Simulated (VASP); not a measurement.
Computed with revPBE GGA, VASP's PBE PAW potentials (set 64) (plane waves; VASP).

Input for VASP

**INCAR**
```
IBRION=2   ! conjugate gradients
ISMEAR=0
ENCUT=520
LREAL=.FALSE.   ! projection in real space or not
GGA=RE   ! revPBE
SYSTEM=MgS
SIGMA=0.05
NSW=60
LWAVE=.FALSE.
ISIF=3
NELM=100
LCHARG=.FALSE.
EDIFFG=-0.01   ! ionic stop
ALGO=Normal
LASPH=.TRUE.   ! aspherical one-centre terms
EDIFF=1E-6
PREC=Accurate
```

**POSCAR**
```
MgS
1
    0.0000000000     2.6000000000     2.6000000000
    2.6000000000     0.0000000000     2.6000000000
    2.6000000000     2.6000000000     0.0000000000
Mg S
1 1
Direct
  0.0000000000   0.0000000000   0.0000000000
  0.5000000000   0.5000000000   0.5000000000
```

KPOINTS:
```
Regular mesh
0
Gamma
8 8 8
0 0 0
```

POTCAR, in this order: Mg S (PBE.64 set). Program: vasp_std.

The run wrote:

**OUTCAR**
```
 ion  position               nearest neighbor table
   1  0.000  0.000  0.000-   2 2.60   2 2.60   2 2.60   2 2.60   2 2.60   2 2.60
   2  0.500  0.500  0.500-   1 2.60   1 2.60   1 2.60   1 2.60   1 2.60   1 2.60
  LATTYP: Found a face centered cubic cell.
 ALAT       =     5.2000000000
 Subroutine PRICEL returns:
 Original cell was already a primitive cell.
 Subroutine GETGRP returns: Found 48 space group operations
The static configuration has the point symmetry O_h .
The dynamic configuration has the point symmetry O_h .
 Subroutine INISYM returns: Found 48 space group operations
 Subroutine IBZKPT returns following result:
 Found     29 irreducible k-points:

 Following reciprocal coordinates:
            Coordinates               Weight
  0.000000  0.000000  0.000000      1.000000
  0.125000  0.000000  0.000000      8.000000
  0.250000  0.000000  0.000000      8.000000
  0.375000  0.000000  0.000000      8.000000
  0.500000  0.000000  0.000000      4.000000
  0.125000  0.125000  0.000000      6.000000
  0.250000  0.125000  0.000000     24.000000
  0.375000  0.125000  0.000000     24.000000
  0.500000  0.125000  0.000000     24.000000
 -0.375000  0.125000  0.000000     24.000000
 -0.250000  0.125000  0.000000     24.000000
 -0.125000  0.125000  0.000000     12.000000
  0.250000  0.250000  0.000000      6.000000
  0.375000  0.250000  0.000000     24.000000
  0.500000  0.250000  0.000000     24.000000
 -0.375000  0.250000  0.000000     24.000000
 -0.250000  0.250000  0.000000     12.000000
  0.375000  0.375000  0.000000      6.000000
  0.500000  0.375000  0.000000     24.000000
 -0.375000  0.375000  0.000000     12.000000
  0.500000  0.500000  0.000000      3.000000
  0.375000  0.250000  0.125000     24.000000
  0.500000  0.250000  0.125000     48.000000
 -0.375000  0.250000  0.125000     24.000000
...
```

### OSZICAR
```
       N       E                     dE             d eps       ncg     rms          rms(c)
DAV:   1     0.241299969556E+02    0.24130E+02   -0.38035E+03   488   0.820E+02
DAV:   2    -0.742159055162E+01   -0.31552E+02   -0.30419E+02   624   0.109E+02
DAV:   3    -0.840887368228E+01   -0.98728E+00   -0.98728E+00   584   0.263E+01
DAV:   4    -0.841268719849E+01   -0.38135E-02   -0.38135E-02   720   0.190E+00
DAV:   5    -0.841269697586E+01   -0.97774E-05   -0.97774E-05   600   0.694E-02    0.494E+00
DAV:   6    -0.805949634064E+01    0.35320E+00   -0.89046E-01   512   0.475E+00    0.393E+00
DAV:   7    -0.802184504961E+01    0.37651E-01   -0.25122E-01   592   0.275E+00    0.252E+00
DAV:   8    -0.802394560017E+01   -0.21006E-02   -0.16399E-02   552   0.111E+00    0.936E-01
DAV:   9    -0.802380830432E+01    0.13730E-03   -0.50544E-04   568   0.189E-01    0.294E-01
DAV:  10    -0.802388391339E+01   -0.75609E-04   -0.21760E-04   640   0.106E-01    0.617E-02
DAV:  11    -0.802387600099E+01    0.79124E-05   -0.38608E-05   584   0.318E-02    0.119E-02
DAV:  12    -0.802387617157E+01   -0.17058E-06   -0.12485E-06   480   0.918E-03
   1 F= -.80238762E+01 E0= -.80238762E+01  d E =-.802388E+01
       N       E                     dE             d eps       ncg     rms          rms(c)
DAV:   1    -0.808334859511E+01   -0.59473E-01   -0.10314E+00   504   0.648E+00    0.176E+00
DAV:   2    -0.803875279903E+01    0.44596E-01   -0.12878E-01   488   0.192E+00    0.606E-01
DAV:   3    -0.803377246979E+01    0.49803E-02   -0.28504E-02   504   0.924E-01    0.391E-01
DAV:   4    -0.803371627421E+01    0.56196E-04   -0.21121E-04   552   0.127E-01    0.347E-01
DAV:   5    -0.803357916260E+01    0.13711E-03   -0.12803E-04   464   0.101E-01    0.540E-02
DAV:   6    -0.803358079836E+01   -0.16358E-05   -0.16858E-06   552   0.133E-02    0.256E-02
DAV:   7    -0.803358113031E+01   -0.33195E-06   -0.88960E-08   272   0.272E-03
   2 F= -.80335811E+01 E0= -.80335811E+01  d E =-.970496E-02
       N       E                     dE             d eps       ncg     rms          rms(c)
DAV:   1    -0.803549630037E+01   -0.19155E-02   -0.31308E-02   528   0.115E+00    0.325E-01
DAV:   2    -0.803414075467E+01    0.13555E-02   -0.38381E-03   472   0.329E-01    0.105E-01
DAV:   3    -0.803399332942E+01    0.14743E-03   -0.85604E-04   520   0.161E-01    0.783E-02
DAV:   4    -0.803399377719E+01   -0.44777E-06   -0.60685E-06   536   0.217E-02
   3 F= -.80339938E+01 E0= -.80339938E+01  d E =-.101176E-01
```

### OUTCAR
```
------------------------ aborting loop because EDIFF is reached ----------------------------------------
  FORCE on cell =-STRESS in cart. coord.  units (eV):
  Direction    XX          YY          ZZ          XY          YZ          ZX
  --------------------------------------------------------------------------------------
  Total        0.0010263      0.0010263      0.0010263      0.0000000     -0.0000000     -0.0000000
  in kB        0.0451731      0.0451731      0.0451731      0.0000000     -0.0000000     -0.0000000
  external PRESSURE =       0.0451731 kB  Pullay stress =       0.0000000 kB
  volume of cell :       36.40
      direct lattice vectors                 reciprocal lattice vectors
    -0.000000000  2.630417140  2.630417140    -0.190083920  0.190083920  0.190083920
     2.630417140  0.000000000  2.630417140     0.190083920 -0.190083920  0.190083920
     2.630417140  2.630417140 -0.000000000     0.190083920  0.190083920 -0.190083920
 POSITION                                       TOTAL-FORCE (eV/Angst)
 -----------------------------------------------------------------------------------
      0.00000      0.00000      0.00000        -0.000000     -0.000000      0.000000
      2.63042      2.63042      2.63042         0.000000      0.000000     -0.000000
 -----------------------------------------------------------------------------------
    total drift:                                0.000000      0.000000      0.000000
  FREE ENERGIE OF THE ION-ELECTRON SYSTEM (eV)
  ---------------------------------------------------
  free  energy   TOTEN  =        -8.0339937772 eV

  energy  without entropy=       -8.0339937772  energy(sigma->0) =       -8.03399378

 reached required accuracy - stopping structural energy minimisation
```
(Selected blocks of OUTCAR.)

CONTCAR:
```
MgS
   1.00000000000000
    -0.0000000000000000    2.6304171403110299    2.6304171403110304
     2.6304171403110304    0.0000000000000000    2.6304171403110304
     2.6304171403110304    2.6304171403110299   -0.0000000000000000
  Mg              S
     1     1
Direct
     0.0000000000000000    0.0000000000000000    0.0000000000000000
     0.5000000000000000    0.5000000000000000    0.5000000000000000
```

**OUTCAR**
```
 val. band max:        3.5084149262   @ k =   0.0000   0.0000   0.0000

 cond. band min:       6.3316642551   @ k =   0.5000   0.5000   0.0000


 Fermi energy:         3.7355015820

 k-point     1 :       0.0000    0.0000    0.0000
  band No.  band energies     occupation
      1      -8.9635      2.00000
      2       3.5084      2.00000
      3       3.5084      2.00000
      4       3.5084      2.00000
      5       7.0905      0.00000
      6      11.5114      0.00000
      7      11.5114      0.00000
      8      11.5114      0.00000

 k-point     2 :       0.1250    0.0000    0.0000
  band No.  band energies     occupation
      1      -8.8211      2.00000
      2       2.4986      2.00000
      3       3.4144      2.00000
      4       3.4144      2.00000
      5       7.8900      0.00000
      6      11.1760      0.00000
      7      11.7441      0.00000
      8      11.7441      0.00000

 k-point     3 :       0.2500    0.0000    0.0000
  band No.  band energies     occupation
      1      -8.4378      2.00000
      2       0.8105      2.00000
      3       3.2085      2.00000
      4       3.2085      2.00000
      5       8.4275      0.00000
      6      11.3410      0.00000
      7      11.3410      0.00000
      8      11.7029      0.00000

 k-point     4 :       0.3750    0.0000    0.0000
  band No.  band energies     occupation
      1      -7.9751      2.00000
      2      -0.5653      2.00000
      3       3.0261      2.00000
      4       3.0261      2.00000
      5       8.2074      0.00000
      6      10.6797      0.00000
      7      10.6797      0.00000
      8      13.0529      0.00000

 k-point     5 :       0.5000    0.0000    0.0000
  band No.  band energies     occupation
      1      -7.7484      2.00000
      2      -1.1122      2.00000
      3       2.9562      2.00000
      4       2.9562      2.00000
      5       8.0784      0.00000
      6      10.4360      0.00000
      7      10.4360      0.00000
...
```

Energy and stress use the plane-wave basis of the starting cell.

The compound is MgS in the rock salt structure. This run relaxes it. Symmetry was kept, so distortions that lower it aren't found.
